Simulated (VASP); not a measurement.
A 71-atom supercell of SiC (4h) holds C vacancy in charge state +2. It is relaxed twice, with the total moment held at 0 and at 2 μB. Computed with PBE GGA, VASP's PBE PAW potentials (set 64) (plane waves; VASP 6.6.1). Run with PREC = Normal, LREAL = Auto, ISYM = 0, NELECT = 282.0, EDIFF = 1E-5, 400 eV cut-off, 1×1×1 Γ-centred mesh, Gaussian smearing of 0.050 eV, potentials Si C.

The cell is charged, with a uniform compensating background. The supercell is sampled at Γ alone, which is coarse: total energies, pressure and levels can be off, energies of defects by several tenths of an eV.

**Question.** Which spin state lies lower, and by how much?

**Answer.** The state with 0 μB lies lower, by 1.58 eV.

The cell is a supercell with a defect, built from SiC (4h).
